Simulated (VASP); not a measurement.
All values below come from AM05 GGA, VASP's PBE PAW potentials (set 64) (plane waves; VASP).

A VASP calculation is set up with these files.

INCAR:
```
LASPH=.True.
NELM=100
ENCUT=520   ! plane-wave cut-off (eV)
ISIF=2
SYSTEM=MgO
PREC=Accurate
EDIFF=1E-7
SIGMA=0.05   ! width (eV)
LWAVE=.False.
GGA=AM
ISMEAR=0   ! Gaussian
LCHARG=.False.
LREAL=.False.   ! projection in real space or not
ALGO=Normal
```

POSCAR:
```
MgO
1
    0.0000000000     2.1494270822     2.1494270822
    2.1494270822     0.0000000000     2.1494270822
    2.1494270822     2.1494270822     0.0000000000
Mg O
1 1
Direct
  0.0000000000   0.0000000000   0.0000000000
  0.5000000000   0.5000000000   0.5000000000
```

**KPOINTS**
```
Automatic mesh
0
Gamma
11 11 11
0 0 0
```

POTCAR, in this order: Mg O (PBE.64 set). Program: vasp_std.

What VASP printed:

**OUTCAR**
```
 ion  position               nearest neighbor table
   1  0.000  0.000  0.000-   2 2.15   2 2.15   2 2.15   2 2.15   2 2.15   2 2.15
   2  0.500  0.500  0.500-   1 2.15   1 2.15   1 2.15   1 2.15   1 2.15   1 2.15
  LATTYP: Found a face centered cubic cell.
 ALAT       =     4.2988541644
 Subroutine PRICEL returns:
 Original cell was already a primitive cell.
 Subroutine GETGRP returns: Found 48 space group operations
The static configuration has the point symmetry O_h .
The dynamic configuration has the point symmetry O_h .
 Subroutine INISYM returns: Found 48 space group operations
 Subroutine IBZKPT returns following result:
 Found     56 irreducible k-points:

 Following reciprocal coordinates:
            Coordinates               Weight
  0.000000  0.000000  0.000000      1.000000
  0.090909  0.000000  0.000000      8.000000
  0.181818  0.000000  0.000000      8.000000
  0.272727  0.000000  0.000000      8.000000
  0.363636  0.000000  0.000000      8.000000
  0.454545  0.000000  0.000000      8.000000
  0.090909  0.090909  0.000000      6.000000
  0.181818  0.090909  0.000000     24.000000
  0.272727  0.090909  0.000000     24.000000
...
```

OSZICAR:
```
       N       E                     dE             d eps       ncg     rms          rms(c)
DAV:   1     0.119203259983E+02    0.11920E+02   -0.47271E+03  1048   0.865E+02
DAV:   2    -0.130818688334E+02   -0.25002E+02   -0.23780E+02  1080   0.137E+02
DAV:   3    -0.134498180735E+02   -0.36795E+00   -0.36795E+00  1144   0.183E+01
DAV:   4    -0.134503658269E+02   -0.54775E-03   -0.54775E-03  1208   0.686E-01
DAV:   5    -0.134503661995E+02   -0.37255E-06   -0.37255E-06  1184   0.133E-02    0.658E+00
DAV:   6    -0.121406422988E+02    0.13097E+01   -0.89890E+00   896   0.205E+01    0.234E+00
DAV:   7    -0.121177955320E+02    0.22847E-01   -0.63539E-02   936   0.284E+00    0.130E+00
DAV:   8    -0.121091865132E+02    0.86090E-02   -0.27459E-02   920   0.249E+00    0.172E-01
DAV:   9    -0.121090339116E+02    0.15260E-03   -0.51285E-04  1280   0.202E-01    0.812E-02
DAV:  10    -0.121091270217E+02   -0.93110E-04   -0.14786E-04   920   0.130E-01    0.493E-03
DAV:  11    -0.121091274361E+02   -0.41438E-06   -0.13191E-06  1352   0.967E-03    0.327E-03
DAV:  12    -0.121091275469E+02   -0.11076E-06   -0.51696E-07   944   0.667E-03    0.366E-04
DAV:  13    -0.121091275166E+02    0.30337E-07   -0.47393E-09   544   0.788E-04
   1 F= -.12109128E+02 E0= -.12109128E+02  d E =-.162596E-19
```

### OUTCAR
```
------------------------ aborting loop because EDIFF is reached ----------------------------------------
  FORCE on cell =-STRESS in cart. coord.  units (eV):
  Direction    XX          YY          ZZ          XY          YZ          ZX
  --------------------------------------------------------------------------------------
  Total       -1.0101090     -1.0101090     -1.0101090     -0.0000000      0.0000000      0.0000000
  in kB      -81.4855623    -81.4855623    -81.4855623     -0.0000000      0.0000000      0.0000000
  external PRESSURE =     -81.4855623 kB  Pullay stress =       0.0000000 kB
  volume of cell :       19.86
      direct lattice vectors                 reciprocal lattice vectors
     0.000000000  2.149427082  2.149427082    -0.232620127  0.232620127  0.232620127
     2.149427082  0.000000000  2.149427082     0.232620127 -0.232620127  0.232620127
     2.149427082  2.149427082  0.000000000     0.232620127  0.232620127 -0.232620127
  FREE ENERGIE OF THE ION-ELECTRON SYSTEM (eV)
  ---------------------------------------------------
  free  energy   TOTEN  =       -12.1091275166 eV

  energy  without entropy=      -12.1091275166  energy(sigma->0) =      -12.10912752
```
(Selected blocks of OUTCAR.)

The compound is MgO in the rock salt structure. This cell is one point of a volume scan, at 1.06 of the reference volume.
